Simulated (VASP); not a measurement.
All values below come from PBE GGA, VASP's PBE PAW potentials (set 64) (plane waves; VASP 6.6.1).

A VASP calculation is set up with these files.

**KPOINTS**
```
Automatic mesh
0
Gamma
4 4 3
0 0 0
```

INCAR:
```
! general
SYSTEM = SiO2
PREC   = Accurate
ENCUT  = 520
LREAL  = F
LASPH  = T

! electronic loop
EDIFF  = 1E-6
NELM   = 100
ALGO   = Normal

! smearing
ISMEAR = 0
SIGMA  = 0.05

! functional
GGA    = PE

! ions
IBRION = 2
NSW    = 60
ISIF   = 3
EDIFFG = -0.02

! output
LWAVE  = F
LCHARG = F
```

File POSCAR:
```
SiO2
1.0
  5.0488685070   0.0000000000   0.0000000000
  0.0000000000   5.0488685070   0.0000000000
  0.0000000000   0.0000000000   7.0337626087
Si O
4 8
direct
  0.2992054736   0.2992054736   0.0000000000
  0.7992054736   0.2007945264   0.7500000000
  0.2007945264   0.7992054736   0.2500000000
  0.7007945264   0.7007945264   0.5000000000
  0.2384979806   0.1029676406   0.1783343985
  0.7384979806   0.3970323594   0.5716656015
  0.2615020194   0.6029676406   0.0716656015
  0.7615020194   0.8970323594   0.6783343985
  0.8970323594   0.7615020194   0.3216656015
  0.3970323594   0.7384979806   0.4283343985
  0.6029676406   0.2615020194   0.9283343985
  0.1029676406   0.2384979806   0.8216656015
```

POTCAR, in this order: Si O (PBE.64 set). Program: vasp_std.

The run wrote:

### OSZICAR
```
       N       E                     dE             d eps       ncg     rms          rms(c)
DAV:   1     0.457203881242E+03    0.45720E+03   -0.33387E+04   936   0.149E+03
DAV:   2    -0.708890817932E+02   -0.52809E+03   -0.51744E+03  1202   0.346E+02
DAV:   3    -0.107117259925E+03   -0.36228E+02   -0.36096E+02  1104   0.101E+02
DAV:   4    -0.107695274873E+03   -0.57801E+00   -0.57684E+00  1112   0.137E+01
DAV:   5    -0.107708842251E+03   -0.13567E-01   -0.13562E-01  1083   0.202E+00    0.287E+01
DAV:   6    -0.948938637248E+02    0.12815E+02   -0.58069E+01  1090   0.365E+01    0.132E+01
DAV:   7    -0.949295173362E+02   -0.35654E-01   -0.14912E+00  1185   0.556E+00    0.504E+00
DAV:   8    -0.949242494743E+02    0.52679E-02   -0.73408E-02  1104   0.186E+00    0.189E+00
DAV:   9    -0.949367510284E+02   -0.12502E-01   -0.36383E-02  1090   0.128E+00    0.384E-01
DAV:  10    -0.949392711481E+02   -0.25201E-02   -0.55524E-03  1097   0.382E-01    0.127E-01
DAV:  11    -0.949391115134E+02    0.15963E-03   -0.17140E-03  1104   0.218E-01    0.157E-02
DAV:  12    -0.949391248186E+02   -0.13305E-04   -0.41694E-05  1128   0.349E-02    0.177E-02
DAV:  13    -0.949391283487E+02   -0.35301E-05   -0.10196E-05  1090   0.170E-02    0.388E-03
DAV:  14    -0.949391289632E+02   -0.61447E-06   -0.42170E-07   720   0.407E-03
   1 F= -.94939129E+02 E0= -.94939129E+02  d E =-.949391E+02
       N       E                     dE             d eps       ncg     rms          rms(c)
DAV:   1    -0.949391417098E+02   -0.13361E-04   -0.21321E-01  1020   0.278E+00    0.199E-01
DAV:   2    -0.949393204308E+02   -0.17872E-03   -0.61267E-03  1104   0.445E-01    0.734E-02
DAV:   3    -0.949392183990E+02    0.10203E-03   -0.21774E-04  1090   0.943E-02    0.344E-02
DAV:   4    -0.949391980999E+02    0.20299E-04   -0.78692E-05  1104   0.565E-02    0.100E-02
DAV:   5    -0.949391983285E+02   -0.22857E-06   -0.10036E-05  1097   0.191E-02    0.635E-03
DAV:   6    -0.949391981746E+02    0.15381E-06   -0.22816E-07   699   0.295E-03
   2 F= -.94939198E+02 E0= -.94939198E+02  d E =-.692115E-04
       N       E                     dE             d eps       ncg     rms          rms(c)
DAV:   1    -0.949394602040E+02   -0.26188E-03   -0.47514E-02   992   0.131E+00    0.945E-02
DAV:   2    -0.949394978317E+02   -0.37628E-04   -0.13712E-03  1104   0.210E-01    0.345E-02
DAV:   3    -0.949394753734E+02    0.22458E-04   -0.48139E-05  1090   0.444E-02    0.162E-02
DAV:   4    -0.949394708357E+02    0.45378E-05   -0.17826E-05  1097   0.270E-02    0.461E-03
DAV:   5    -0.949394711550E+02   -0.31939E-06   -0.20994E-06   756   0.907E-03
   3 F= -.94939471E+02 E0= -.94939471E+02  d E =-.342192E-03
       N       E                     dE             d eps       ncg     rms          rms(c)
DAV:   1    -0.949399239286E+02   -0.45309E-03   -0.12104E-01   964   0.211E+00    0.918E-02
DAV:   2    -0.949400242201E+02   -0.10029E-03   -0.25433E-03  1104   0.283E-01    0.362E-02
DAV:   3    -0.949400002544E+02    0.23966E-04   -0.63634E-05  1144   0.486E-02    0.182E-02
DAV:   4    -0.949399932092E+02    0.70452E-05   -0.21202E-05  1090   0.300E-02    0.520E-03
DAV:   5    -0.949399930647E+02    0.14446E-06   -0.40961E-06  1008   0.120E-02
   4 F= -.94939993E+02 E0= -.94939993E+02  d E =-.521910E-03
       N       E                     dE             d eps       ncg     rms          rms(c)
DAV:   1    -0.949401198780E+02   -0.12667E-03   -0.10898E+00   936   0.634E+00    0.272E-01
DAV:   2    -0.949410471311E+02   -0.92725E-03   -0.22649E-02  1104   0.846E-01    0.109E-01
DAV:   3    -0.949408319493E+02    0.21518E-03   -0.58338E-04  1144   0.146E-01    0.541E-02
DAV:   4    -0.949407712015E+02    0.60748E-04   -0.18291E-04  1090   0.879E-02    0.162E-02
DAV:   5    -0.949407709109E+02    0.29058E-06   -0.37022E-05  1128   0.361E-02    0.936E-03
DAV:   6    -0.949407705914E+02    0.31945E-06   -0.14188E-06   678   0.732E-03
   5 F= -.94940771E+02 E0= -.94940771E+02  d E =-.129944E-02
       N       E                     dE             d eps       ncg     rms          rms(c)
DAV:   1    -0.949409510899E+02   -0.18018E-03   -0.14540E-01   936   0.232E+00    0.119E-01
DAV:   2    -0.949411228996E+02   -0.17181E-03   -0.31329E-03  1104   0.315E-01    0.456E-02
DAV:   3    -0.949410964957E+02    0.26404E-04   -0.10868E-04  1105   0.590E-02    0.217E-02
DAV:   4    -0.949410926230E+02    0.38727E-05   -0.18586E-05  1104   0.269E-02    0.990E-03
DAV:   5    -0.949410931584E+02   -0.53536E-06   -0.30783E-06   812   0.122E-02
   6 F= -.94941093E+02 E0= -.94941093E+02  d E =-.322567E-03
       N       E                     dE             d eps       ncg     rms          rms(c)
DAV:   1    -0.949411045865E+02   -0.11963E-04   -0.53847E-03   978   0.446E-01    0.228E-02
DAV:   2    -0.949411122165E+02   -0.76300E-05   -0.11673E-04  1104   0.607E-02    0.903E-03
DAV:   3    -0.949411114294E+02    0.78714E-06   -0.40684E-06   993   0.116E-02
   7 F= -.94941111E+02 E0= -.94941111E+02  d E =-.340838E-03
```

### OUTCAR
```
------------------------ aborting loop because EDIFF is reached ----------------------------------------
  FORCE on cell =-STRESS in cart. coord.  units (eV):
  Direction    XX          YY          ZZ          XY          YZ          ZX
  --------------------------------------------------------------------------------------
  Total        0.2118332      0.2118332      0.1338537      0.0000000      0.0000000      0.0000000
  in kB        1.8900608      1.8900608      1.1942968      0.0000000      0.0000000      0.0000000
  external PRESSURE =       1.6581395 kB  Pullay stress =       0.0000000 kB
  volume of cell :      179.57
      direct lattice vectors                 reciprocal lattice vectors
     5.050403315  0.000000000  0.000000000     0.198003989 -0.000000000 -0.000000000
     0.000000000  5.050403315  0.000000000    -0.000000000  0.198003989  0.000000000
     0.000000000  0.000000000  7.040064218    -0.000000000 -0.000000000  0.142044159
 POSITION                                       TOTAL-FORCE (eV/Angst)
 -----------------------------------------------------------------------------------
      1.50683      1.50683      7.04006        -0.006656     -0.006656     -0.000000
      4.03203      1.01837      5.28005        -0.006656      0.006656      0.000000
      1.01837      4.03203      1.76002         0.006656     -0.006656     -0.000000
      3.54357      3.54357      3.52003         0.006656      0.006656      0.000000
      1.21163      0.51485      1.25468        -0.008862     -0.009365     -0.013906
      3.73683      2.01035      4.02537        -0.008862      0.009365      0.013906
      1.31357      3.04005      0.50534         0.008862     -0.009365      0.013906
      3.83878      4.53556      4.77471         0.008862      0.009365     -0.013906
      4.53556      3.83878      2.26535         0.009365      0.008862      0.013906
      2.01035      3.73683      3.01469         0.009365     -0.008862     -0.013906
      3.04005      1.31357      6.53473        -0.009365      0.008862     -0.013906
      0.51485      1.21163      5.78539        -0.009365     -0.008862      0.013906
 -----------------------------------------------------------------------------------
    total drift:                                0.000000     -0.000000      0.000000
  FREE ENERGIE OF THE ION-ELECTRON SYSTEM (eV)
  ---------------------------------------------------
  free  energy   TOTEN  =       -94.9411114294 eV

  energy  without entropy=      -94.9411114294  energy(sigma->0) =      -94.94111143

 reached required accuracy - stopping structural energy minimisation
```
(Selected blocks of OUTCAR.)

CONTCAR:
```
SiO2
   1.00000000000000
     5.0504033152216889    0.0000000000000000    0.0000000000000000
     0.0000000000000000    5.0504033152216889    0.0000000000000000
     0.0000000000000000    0.0000000000000000    7.0400642177708352
  Si              O
     4     8
Direct
     0.2983585572960094    0.2983585572960094    1.0000000000000000
     0.7983585572960092    0.2016414427039906    0.7500000000000000
     0.2016414427039906    0.7983585572960092    0.2500000000000000
     0.7016414427039908    0.7016414427039908    0.5000000000000000
     0.2399071962910699    0.1019418458749488    0.1782196483158913
     0.7399071962910699    0.3980581541250512    0.5717803516841088
     0.2600928037089302    0.6019418458749488    0.0717803516841087
     0.7600928037089301    0.8980581541250512    0.6782196483158912
     0.8980581541250512    0.7600928037089301    0.3217803516841087
     0.3980581541250512    0.7399071962910699    0.4282196483158913
     0.6019418458749488    0.2600928037089302    0.9282196483158912
     0.1019418458749488    0.2399071962910699    0.8217803516841088
```

OUTCAR:
```
 val. band max:       -0.1609625435   @ k =   0.0000   0.0000   0.0000

 cond. band min:       5.3760600077   @ k =   0.0000   0.0000   0.0000


 Fermi energy:         0.0908685798

 k-point     1 :       0.0000    0.0000    0.0000
  band No.  band energies     occupation
      1     -19.4813      2.00000
      2     -18.6139      2.00000
      3     -18.6139      2.00000
      4     -17.4928      2.00000
      5     -17.4542      2.00000
      6     -17.4517      2.00000
      7     -17.4396      2.00000
      8     -17.4396      2.00000
      9      -9.6328      2.00000
     10      -7.5362      2.00000
     11      -7.5362      2.00000
     12      -5.8795      2.00000
     13      -5.7866      2.00000
     14      -5.7866      2.00000
     15      -5.3295      2.00000
     16      -5.1685      2.00000
     17      -3.0194      2.00000
     18      -3.0127      2.00000
     19      -3.0127      2.00000
     20      -2.4866      2.00000
     21      -2.3955      2.00000
     22      -2.1301      2.00000
     23      -1.9398      2.00000
     24      -1.8997      2.00000
     25      -1.8997      2.00000
     26      -1.4262      2.00000
     27      -1.4262      2.00000
     28      -1.3643      2.00000
     29      -0.8255      2.00000
     30      -0.4410      2.00000
     31      -0.4410      2.00000
     32      -0.1610      2.00000
     33       5.3761      0.00000
     34       8.5212      0.00000
     35       8.5212      0.00000
     36       8.8113      0.00000
     37       8.8113      0.00000
     38       9.2274      0.00000
     39       9.5899      0.00000

 k-point     2 :       0.2500    0.0000    0.0000
  band No.  band energies     occupation
      1     -19.3596      2.00000
      2     -18.7409      2.00000
      3     -18.4677      2.00000
      4     -17.6453      2.00000
      5     -17.4992      2.00000
      6     -17.4794      2.00000
      7     -17.4499      2.00000
      8     -17.4410      2.00000
      9      -9.3153      2.00000
...
```

The compound is SiO2 in the cristobalite structure. This run relaxes it. Symmetry was kept, so distortions that lower it aren't found. The start is the result of an earlier pass.
